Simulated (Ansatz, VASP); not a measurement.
## Cross-check of LiF (Griceite) between VASP and Ansatz

Aim: how closely do two programs agree when they are given the same cell, functional and k mesh? The cell is taken from a series of runs on this material, whose earlier steps may have relaxed, scaled, displaced or heated it; both programs get it as it stands. Other levels of theory on this material are compared in a session of their own.

Method: plane waves, with VASP 6.6.1 beside it; relaxation of cell and atoms at PBE, in Ansatz 0.2.0.

## 1. The starting structure

The structure is cubic, space group Fm-3m (No. 225). The conventional cell has a = 4.067 Å, b = 4.067 Å, c = 4.067 Å, α = 90.00°, β = 90.00°, γ = 90.00°. Nearest to Li lie 6 F at 2.03 Å. F has 6 Li at 2.03 Å nearest. Farther neighbours and most contacts between anions are not listed.

## 2. VASP: relaxation of cell and atoms, PBE

The relaxed volume is the usual yardstick between codes: in a stiff, nearly cubic crystal its relative difference is about their pressure difference at one cell divided by the bulk modulus.

Lines of VASP's logs that name or quote its potential files are left out, and so is its time.

File INCAR:

```
SYSTEM = LiF
PREC = Accurate
ENCUT = 750
EDIFF = 1E-07
NELM = 120
ISMEAR = 0
SIGMA = 0.01
LREAL = .FALSE.
ALGO = Normal
GGA = PE
NBANDS = 11
LORBIT = 11
LWAVE = .FALSE.
LCHARG = .FALSE.
ISIF = 3
IBRION = 2
NSW = 80
EDIFFG = -0.005
LASPH = .TRUE.
GGA_COMPAT = .FALSE.
NELMIN = 4
EFERMI = MIDGAP
KPAR = 2
```

File POSCAR:

```
LiF
1.0
    0.0000000000      2.0333780000      2.0333780000
    2.0333780000      0.0000000000      2.0333780000
    2.0333780000      2.0333780000      0.0000000000
Li F
1 1
Direct
    0.0000000000      0.0000000000      0.0000000000
    0.5000000000      0.5000000000      0.5000000000
```

File KPOINTS:

```
Automatic mesh
0
Gamma
12 12 12
0 0 0
```

The projector-augmented-wave data sets are Li_sv and F (PBE family, release 64).

Started as:

```bash
$ mpirun -np 2 vasp_std
```

Numbers of over 12 decimals in the logs are rounded to 6 here.

What it wrote:

```text
[banner, memory and clock lines left out]
running    2 mpi-ranks, on    1 nodes
 distrk:  each k-point on    1 cores,    2 groups
 distr:  one band on    1 cores,    1 groups

 POSCAR found type information on POSCAR LiF
 POSCAR found :  2 types and       2 ions
 LDA part: xc-table for (Slater+PW92), standard interpolation
 POSCAR, INCAR and KPOINTS ok, starting setup
 FFT: planning ... GRIDC
 FFT: planning ... GRID_SOFT
 FFT: planning ... GRID
 WAVECAR not read
 entering main loop
       N       E                     dE             d eps       ncg     rms          rms(c)
DAV:   1     0.435360352796E+02    0.43536E+02   -0.67376E+03  1600   0.121E+03
DAV:   2    -0.845538585214E+01   -0.51991E+02   -0.50779E+02  1801   0.227E+02
DAV:   3    -0.101313552284E+02   -0.16760E+01   -0.16699E+01  1998   0.365E+01
DAV:   4    -0.101544759064E+02   -0.23121E-01   -0.23118E-01  1937   0.476E+00
DAV:   5    -0.101547418632E+02   -0.26596E-03   -0.26595E-03  2047   0.372E-01    0.453E+00
DAV:   6    -0.963570223217E+01    0.51904E+00   -0.26256E+00  1788   0.107E+01    0.144E+00
DAV:   7    -0.963887838640E+01   -0.31762E-02   -0.19355E-02  2112   0.135E+00    0.878E-01
DAV:   8    -0.964498698699E+01   -0.61086E-02   -0.16747E-02  2040   0.152E+00    0.119E-01
DAV:   9    -0.964501167690E+01   -0.24690E-04   -0.10295E-03  1926   0.319E-01    0.463E-02
DAV:  10    -0.964512205668E+01   -0.11038E-03   -0.16163E-04  1790   0.108E-01    0.157E-02
DAV:  11    -0.964512085635E+01    0.12003E-05   -0.69586E-06  2188   0.272E-02    0.160E-03
DAV:  12    -0.964512100268E+01   -0.14633E-06   -0.50594E-07  1855   0.712E-03    0.918E-04
DAV:  13    -0.964512097525E+01    0.27433E-07   -0.55218E-08  1498   0.222E-03
   1 F= -.96451210E+01 E0= -.96451210E+01  d E =-.964512E+01
 curvature:   0.00 expect dE= 0.000E+00 dE for cont linesearch  0.000E+00
 trial: gam= 0.00000 g(F)=  0.139E-58 g(S)=  0.322E-03 ort = 0.000E+00 (trialstep = 0.100E+01)
 search vector abs. value=  0.322E-03
 bond charge predicted
       N       E                     dE             d eps       ncg     rms          rms(c)
DAV:   1    -0.964748883326E+01   -0.23678E-02   -0.39888E-02  1674   0.175E+00    0.380E-01
DAV:   2    -0.964542159590E+01    0.20672E-02   -0.11169E-02  1767   0.742E-01    0.712E-02
DAV:   3    -0.964537588824E+01    0.45708E-04   -0.75839E-05  1969   0.897E-02    0.405E-02
DAV:   4    -0.964535294590E+01    0.22942E-04   -0.23342E-05  2403   0.429E-02    0.286E-03
DAV:   5    -0.964535315648E+01   -0.21059E-06   -0.87833E-07  1799   0.931E-03    0.915E-04
DAV:   6    -0.964535303569E+01    0.12079E-06   -0.63316E-08  1571   0.223E-03    0.191E-04
DAV:   7    -0.964535304977E+01   -0.14076E-07   -0.33705E-09   984   0.590E-04
   2 F= -.96453530E+01 E0= -.96453530E+01  d E =-.232075E-03
 trial-energy change:   -0.000232  1 .order   -0.000235   -0.000322   -0.000147
 step:   2.0220(harm=  1.8366)  dis= 0.00000  next Energy=    -9.645425 (dE=-0.304E-03)
 bond charge predicted
       N       E                     dE             d eps       ncg     rms          rms(c)
DAV:   1    -0.964764488496E+01   -0.22918E-02   -0.41759E-02  1635   0.179E+00    0.388E-01
DAV:   2    -0.964548418961E+01    0.21607E-02   -0.11625E-02  1737   0.758E-01    0.729E-02
DAV:   3    -0.964543651253E+01    0.47677E-04   -0.78669E-05  1955   0.916E-02    0.414E-02
DAV:   4    -0.964541249059E+01    0.24022E-04   -0.24314E-05  2359   0.439E-02    0.291E-03
DAV:   5    -0.964541270431E+01   -0.21372E-06   -0.92117E-07  1799   0.957E-03    0.937E-04
DAV:   6    -0.964541258189E+01    0.12242E-06   -0.65878E-08  1526   0.229E-03    0.196E-04
DAV:   7    -0.964541259609E+01   -0.14198E-07   -0.37907E-09   945   0.622E-04
   3 F= -.96454126E+01 E0= -.96454126E+01  d E =-.291621E-03
 curvature:  -0.87 expect dE=-0.234E-05 dE for cont linesearch -0.234E-05
 trial: gam= 0.00000 g(F)=  0.214E-60 g(S)=  0.268E-05 ort =-0.294E-04 (trialstep = 0.120E+01)
 search vector abs. value=  0.268E-05
 reached required accuracy - stopping structural energy minimisation
```

From OUTCAR (step 2):

```text
ion  position               nearest neighbor table
   1  0.000  0.000  0.000-   2 2.03   2 2.03   2 2.03   2 2.03   2 2.03   2 2.03
   2  0.500  0.500  0.500-   1 2.03   1 2.03   1 2.03   1 2.03   1 2.03   1 2.03

  LATTYP: Found a face centered cubic cell.
 ALAT       =     4.0667560000

 Subroutine GETGRP returns: Found 48 space group operations
 (whereof 48 operations were pure point group operations)

The static configuration has the point symmetry O_h .

 Found     72 irreducible k-points:

   k-points           NKPTS =     72   k-points in BZ     NKDIM =     72   number of bands    NBANDS=     11

   dimension x,y,z NGX =    28 NGY =   28 NGZ =   28
   dimension x,y,z NGXF=    56 NGYF=   56 NGZF=   56

   ENCUT  =  750.0 eV  55.12 Ry    7.42 a.u.   6.42  6.42  6.42*2*pi/ulx,y,z

   NELECT =      10.0000    total number of electrons

 k-points in reciprocal lattice and weights: Automatic mesh
   0.00000000  0.00000000  0.00000000       0.001
   0.08333333  0.00000000  0.00000000       0.005
   0.16666667  0.00000000  0.00000000       0.005
   0.25000000  0.00000000  0.00000000       0.005
   0.33333333  0.00000000  0.00000000       0.005
   0.41666667  0.00000000  0.00000000       0.005
   0.50000000  0.00000000  0.00000000       0.002
   0.08333333  0.08333333  0.00000000       0.003
   0.16666667  0.08333333  0.00000000       0.014
[...]
-0.33333333  0.50000000  0.16666667       0.007
  -0.25000000  0.50000000  0.25000000       0.003

 average (electrostatic) potential at core
       1 -61.1230       2 -76.8766

 E-fermi :   3.3142

 k-point     1 :       0.0000    0.0000    0.0000
  band No.  band energies     occupation
      1     -42.0903      2.00000
      2     -21.0625      2.00000
      3      -1.1420      2.00000
      4      -1.1420      2.00000
      5      -1.1420      2.00000
      6       7.7704      0.00000
      7      22.5805      0.00000
      8      22.5805      0.00000
      9      22.5805      0.00000
     10      23.0012      0.00000
    ...

 k-point     2 :       0.0833    0.0000    0.0000
  band No.  band energies     occupation
      1     -42.0868      2.00000
      2     -21.0363      2.00000
      3      -1.3423      2.00000
      4      -1.1580      2.00000
      5      -1.1580      2.00000
      6       7.9766      0.00000
      7      20.4394      0.00000
      8      21.6085      0.00000
      9      21.6085      0.00000
     10      23.8235      0.00000
    ...

 k-point     3 :       0.1667    0.0000    0.0000
  band No.  band energies     occupation
      1     -42.0769      2.00000
      2     -20.9629      2.00000
      3      -1.8520      2.00000
      4      -1.2002      2.00000
      5      -1.2002      2.00000
      6       8.4873      0.00000
      7      18.2302      0.00000
      8      20.3706      0.00000
      9      20.3706      0.00000
     10      24.6266      0.00000
    ...

  Total        0.0060865      0.0060865      0.0060865      0.0000000      0.0000000     -0.0000000
  in kB        0.5856599      0.5856599      0.5856599      0.0000000      0.0000000     -0.0000000
  external PRESSURE =       0.5856599 kB  Pullay stress =       0.0000000 kB

  energy-cutoff  :      750.00
  volume of cell :       16.65
      direct lattice vectors                 reciprocal lattice vectors
     0.000000000  2.026757460  2.026757460    -0.246699474  0.246699474  0.246699474
     2.026757460 -0.000000000  2.026757460     0.246699474 -0.246699474  0.246699474
     2.026757460  2.026757460  0.000000000     0.246699474  0.246699474 -0.246699474

 POSITION                                       TOTAL-FORCE (eV/Angst)
 -----------------------------------------------------------------------------------
      0.00000      0.00000      0.00000         0.000000      0.000000      0.000000
      2.02676      2.02676      2.02676        -0.000000     -0.000000     -0.000000
 -----------------------------------------------------------------------------------
    total drift:                                0.000000      0.000000      0.000000

  FREE ENERGIE OF THE ION-ELECTRON SYSTEM (eV)
  ---------------------------------------------------
  free  energy   TOTEN  =        -9.6454125961 eV

  energy  without entropy=       -9.6454125961  energy(sigma->0) =       -9.64541260

 reached required accuracy - stopping structural energy minimisation

 total charge
# of ion       s       p       d       tot
------------------------------------------
    1        2.016   0.046   0.000   2.062
    2        1.724   4.410   0.000   6.135
--------------------------------------------------
tot          3.740   4.457   0.000   8.197

[... 3 further parts left out ...]
```

CONTCAR:

```
LiF
   1.00000000000000
     0.0000000000000000    2.0267574600527554    2.0267574600527554
     2.0267574600527554   -0.0000000000000000    2.0267574600527554
     2.0267574600527554    2.0267574600527554    0.0000000000000000
  Li              F
     1     1
Direct
     0.0000000000000000    0.0000000000000000    0.0000000000000000
     0.5000000000000000    0.5000000000000000    0.5000000000000000
```

## 3. Ansatz: relaxation of cell and atoms, PBE

Ansatz runs on its PAW soft_1 files.

The same cell, functional and mesh now go to Ansatz, which takes its cutoff from its data sets.

File input.yaml:

```yaml
crystal:
  lattice:
    - [0.0, 2.0333783958, 2.0333783958]
    - [2.0333783958, 0.0, 2.0333783958]
    - [2.0333783958, 2.0333783958, 0.0]
  atoms:
    - { symbol: Li, position: [0.0, 0.0, 0.0] }
    - { symbol: F, position: [0.5, 0.5, 0.5] }
kpoints:
  mp_grid: { grid: [12, 12, 12] }
hamiltonian:
  xc: pbe
  pseudopotentials: { kind: paw, azcp: { folder: soft_1 } }
scf:
  occupations: { method: fixed }
output:
  forces: true
  stress: true
  eigenvalues: true
relax:
  adjacent_minimum: "off"
  f_tol: 0.001
  max_steps: 60
  cell: { stress_tol: 0.01 }
```

Started as:

```bash
$ ansatz run input.yaml --threads 4 --pin off --max-ram 10240MiB --backend cpu --events-out ev --progress --plain --runs-dir out
```

What it wrote:

```text
Engine: ansatz 0.2.0, x86_64-unknown-linux-gnu
Pseudopotentials: kind: paw
Pseudopotential: Li, paw, valence charge 3, recommended cutoff 420 eV (normal), soft_1/Li.paw.azcp
Pseudopotential: F, paw, valence charge 7, recommended cutoff 420 eV (normal), soft_1/F.paw.azcp
Functional definition: PBE
  parameter kappa = 0.804
  parameter beta = 0.066725
  exchange = pbe_x(kappa = kappa, mu = beta*pi^2/3)
  correlation = pbe_c(beta = beta)
Crystal: 2 atoms, lattice volume = 16.815 Å³
Basis set: ecut = 420 eV, 331 PW (Γ), exchange–correlation on 40×40×40 points (8 copies of the dense FFT grid, shifted against one another)
Bands: 9, of which v1, the nominal top of the filled ones, is band 5 counted from 1 (4 counted from 0)
Symmetry: 48 space group operations
Space group: Fm-3m (ITA 225), of the structure as read, at distance tolerance 2.6e-5 Å
k-points: 72 of 1728
Non-local potential: Li, projectors of the file, l = 0: 3, l = 1: 2, l = 2: 1
Non-local potential: F, projectors of the file, l = 0: 2, l = 1: 2, l = 2: 1
PAW form: soft (Blöchl's): semilocal exchange-correlation on the pseudo side does not see the compensation charge
PAW one-centre angular grid: Li, 110 points (default); XC on 96 Gauss nodes
PAW one-centre angular grid: F, 110 points (default); XC on 64 Gauss nodes
Initial density: superposition of atomic densities (chi_scale 0.1, normalization cell, long waves kept (reshape's long-wave potential 0.00 eV rms))
Initial wavefunctions: pseudopotential atomic-orbital guess
Functional: x = pbe(κ = 0.804, μ = 0.219515), c = pbe(β = 0.066725)
SCF iter   1: F=—  HF=-1016.033967 eV  |F-HF|=—  |Δ(HF+E_count)|=         —  Δρ=5.86e-2  dr2=3.05e-1  ethr=3.10e-3  ⟨swp⟩=3.9  Hψ=3558  notcnv=0  defer=129
preconditioner: auto → none  [insulator: Δε(μ)=7.986 eV  Ē_g=21.545 eV  n_scr=0 (ndim 8)  ℏωp=25.6 eV  f_vac=0.000  ε∞_Penn≈2.4]
SCF iter   2: F=—  HF=-1016.141554 eV  |F-HF|=—  |Δ(HF+E_count)|=   1.08e-1  Δρ=3.09e-2  dr2=7.99e-2  ethr=3.05e-3  ⟨swp⟩=2.0  Hψ=1387  notcnv=0  defer=125
SCF iter   3: F=—  HF=-1016.180295 eV  |F-HF|=—  |Δ(HF+E_count)|=   3.87e-2  Δρ=1.72e-2  dr2=2.50e-2  ethr=7.99e-4  ⟨swp⟩=2.0  Hψ=1078  notcnv=0  defer=139
SCF iter   4: F=—  HF=-1016.176130 eV  |F-HF|=—  |Δ(HF+E_count)|=   4.16e-3  Δρ=1.21e-3  dr2=1.65e-4  ethr=2.50e-4  ⟨swp⟩=2.4  Hψ=1002  notcnv=0  defer=141
SCF iter   5: F=—  HF=-1016.176301 eV  |F-HF|=—  |Δ(HF+E_count)|=   1.71e-4  Δρ=1.17e-4  dr2=1.06e-6  ethr=1.65e-6  ⟨swp⟩=2.7  Hψ=1119  notcnv=0  defer=141
SCF iter   6: F=—  HF=-1016.176249 eV  |F-HF|=—  |Δ(HF+E_count)|=   5.25e-5  Δρ=1.65e-5  dr2=2.05e-8  ethr=1.00e-9  ⟨swp⟩=5.6  Hψ=3318  notcnv=0
SCF iter   7: F=-1016.176249 eV  HF=-1016.176249 eV  |F-HF|=9.54e-10  |Δ(HF+E_count)|=   2.61e-8  Δρ=2.62e-6  dr2=3.67e-10  ethr=2.05e-10  ⟨swp⟩=2.6  Hψ=2712  notcnv=0
SCF 1 converged in 7 iterations: F = -1016.176249 eV  dr2 = 3.67e-10
  greatest PAW one-centre occupation: 1.000 electrons in one spin orbital (limit 2), on the Li atom at site 0 (counted from 0), in its partial waves of l = 0
relax step   1: F+E_penalty+E_count = -1016.17624880 eV  Δ(F+E_penalty+E_count) = +0.000e0 eV  max|allowed force component| = 2.275e-29 eV/Å  Δτ_max = 0.0000 Å  P = +0.025 GPa  Ω = 16.815 Å³  (7 SCF iters, dr2 threshold 1.00e-7 eV, accepted)
[...]
relax step   2: F+E_penalty+E_count = -1016.17624453 eV  Δ(F+E_penalty+E_count) = +4.275e-6 eV  max|allowed force component| = 4.754e-30 eV/Å  Δτ_max = 0.0000 Å  P = +0.016 GPa  Ω = 16.816 Å³  energy of the carried Pulay correction = -4.522e-6 eV  (2 SCF iters, dr2 threshold 1.53e-9 eV, accepted)
[...]
relax step   3: F+E_penalty+E_count = -1016.17623581 eV  Δ(F+E_penalty+E_count) = +8.713e-6 eV  max|allowed force component| = 1.273e-29 eV/Å  Δτ_max = 0.0000 Å  P = -0.000 GPa  Ω = 16.820 Å³  energy of the carried Pulay correction = -1.343e-5 eV  (4 SCF iters, dr2 threshold 6.73e-10 eV, accepted)
[...]
relax step   4: F+E_penalty+E_count = -1016.17627653 eV  Δ(F+E_penalty+E_count) = -4.071e-5 eV  max|allowed force component| = 1.165e-29 eV/Å  Δτ_max = 0.0000 Å  P = +0.003 GPa  Ω = 16.820 Å³  stress off target by 2.53e-3 GPa  SCF on the basis re-selected at this cell (its energy is not comparable with the rows above)  (6 SCF iters)
basis re-selected at this cell: Δ(F+E_penalty+E_count) = -4.071e-5 eV, ΔP = +0.003 GPa vs the last step (what re-selecting the basis moved, of the pressure what is left beyond the Pulay correction that the steps carried, after the strain that the cell walked since its last selection, with what the two solves' SCF thresholds leave and, on support functions, any second-order correction that the steps lacked; it is no m [...]
SCF converged after 6 iterations
Free energy (F): -1016.176277 eV
Harris-Foulkes:  -1016.176277 eV  (|F-HF|=1.14e-13)
Internal energy: -1016.176277 eV  (E = F + TS)
E sigma→0 (E₀):  -1016.176277 eV
Fermi energy:    0.733192 eV
--- Per-component energies (eV) ---
  E_band       = -120.111028
  E_kinetic    = 215.868953
  E_local      = -661.927113  (includes V_loc(G=0)·N_el)
  E_nonlocal   = 67.635290
  E_hartree    = 230.404515
  E_xc         = -87.135221
  E_vxc        = -111.831954  (∫ρ·V_xc dr)
  E_paw        = -229.266108  (= ΣΔE_a)
  E_vpaw       = -90.666284  (= ΣTr[D̂ρ^β])
  E_aug_tail   = 0.001049  (compensation charges beyond the density's cutoff)
  E_ewald      = -551.757642
  E_smearing   = -0.000000  (= −TS)
  E_closure    = 0.000000  (closes the sum)
  Σ components = -1016.176277   (vs F -1016.176277, Δ=0.00e0)
--- Forces (eV/Å), atoms counted from 1 ---
  atom   1  Li    -0.00000000     0.00000000     0.00000000
  atom   2  F      0.00000000    -0.00000000     0.00000000
  max |Σ_I F_I| component: 2.30e-29 eV/Å
--- Stress (GPa, compression-positive) ---
        0.002525      -0.000000      -0.000000
       -0.000000       0.002525      -0.000000
       -0.000000       0.000000       0.002525
  P = ⅓ Tr σ = 0.0025 GPa (0.025 kbar)
--- Band table (eV; the first three rows and the last of 72) ---
  k-point 0: bands = ["-40.2269", "-19.1532", "0.7329", "0.7329", "0.7329", "9.5740", "24.3104", "24.3104", "24.3104"]
  k-point 1: bands = ["-40.2235", "-19.1275", "0.5355", "0.7177", "0.7177", "9.7823", "22.2162", "23.3636", "23.3636"]
  k-point 2: bands = ["-40.2141", "-19.0561", "0.0329", "0.6767", "0.6767", "10.2949", "20.0247", "22.1405", "22.1405"]
  k-point 71: bands = ["-40.1613", "-18.5237", "-1.2488", "-1.2488", "-0.0330", "15.5698", "15.5698", "17.9055", "19.6200"]
--- Relaxed structure (3 steps of the walk, 3 accepted, 1 SCFs on fresh bases) ---
  F+E_penalty+E_count = -1016.17627653 eV   max|allowed force component| = 1.165e-29 eV/Å   (the final SCF, on the basis selected at the relaxed cell)
  cell:  # Å, volume = 16.8202 Å³
    - [0, 2.033609, 2.033609]
    - [2.033609, 0, 2.033609]
    - [2.033609, 2.033609, 0]
  atoms:
    - { symbol: Li, position: [0, 0, 0] }
    - { symbol: F, position: [0.5, 0.5, 0.5] }
```

In the SCF lines HF is the Harris–Foulkes energy and dr2 the Hartree energy of the density residual, in eV; the loop may stop once dr2 is under the threshold and the program's other checks hold. Hψ counts applications of the Hamiltonian.

## 4. Differences

Known differences besides the potentials themselves: fixed occupations in Ansatz, narrow Gaussian smearing in VASP; the cutoff is 420 eV in Ansatz and 750 eV in VASP; Ansatz adds a Pulay correction to the stress that steers its cell, VASP none. Total energies have different zeros and are not compared.

Both answers:

| quantity | Ansatz | VASP | difference |
| --- | --- | --- | --- |
| volume (Å³) | 16.82 | 16.65 | +1.02 % |
| edge a after relaxation, in the typed setting (Å) | 2.876 | 2.866 | +0.34 % |

## 5. What came out

```json
{
  "difference in volume (relaxation of cell and atoms, PBE)": "1.0 %"
}
```

The difference in volume is 1.0 % (relaxation of cell and atoms, PBE), within the 1.2 % picked in this series as the mark of a large difference, as far as the stopping tolerances let one tell. 6 further runs of this series are not shown here. How closely two codes agree says nothing of how well the functional describes the real material.

[Lines on the potential files, build, host, timing and source positions are cut from VASP's logs without a mark.]

[Logs are printed without paths, hosts, clocks, repeated set-up lines and the standing remarks that a program may print on its own settings, such as how far it seeks lower states.]

[Hosts, paths, dates, database ids (printed as entryN), source tags and the programs' standing remarks are cut or masked in the printed files.]
